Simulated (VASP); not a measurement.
Given:

```
RuP2
1.0
    5.07764     0.00000     0.00000
    0.00000     5.84061     0.00000
    0.00000     0.00000     2.84935
P Ru
4 2
Direct
  0.33745   0.87194   0.50000
  0.66255   0.12806   0.50000
  0.83745   0.62806   0.00000
  0.16255   0.37194   0.00000
  0.50000   0.50000   0.50000
  0.00000   0.00000   0.00000
```

Method: LDA (Ceperley-Alder, Perdew-Zunger), VASP's LDA PAW potentials (set 64) (plane waves; VASP). Settings: 400 eV cut-off, 10×9×18 Γ-centred mesh, Gaussian smearing of 0.010 eV, potentials P Ru_pv.

**Question.** Give the direction-averaged independent-particle dielectric function (no local fields, no excitons; a broadening of 0.1 eV leaves a tail below the gap, and fine structure carries the noise of the k-mesh).

**Answer.** 
```tsv
ħω (eV)	ε₁	ε₂
0.00	19.96	0.00
0.50	20.58	0.27
1.10	23.66	2.30
1.60	24.89	8.62
2.20	21.71	11.61
2.80	19.15	15.30
3.30	19.04	18.59
3.90	12.04	25.85
4.40	3.72	23.49
5.00	-1.75	19.69
5.60	-3.05	14.85
6.10	-3.88	13.12
6.70	-5.61	9.68
7.20	-4.28	7.70
7.80	-2.96	6.47
8.40	-2.40	6.54
8.90	-3.05	6.15
9.50	-3.37	5.65
10.00	-3.45	4.70
10.60	-3.25	3.67
11.20	-2.93	2.99
11.70	-2.48	2.71
12.30	-2.26	2.46
12.90	-2.20	2.28
```
ε₂ peaks at 4.0 eV (height 26.1); ε₁(0) averages 19.96, so the electronic refractive index below the gap tends to √19.96 = 4.47.

The structure comes from a computed database's P2Ru entry (Pnnm); how it stands against other phases isn't given here. It was relaxed first.
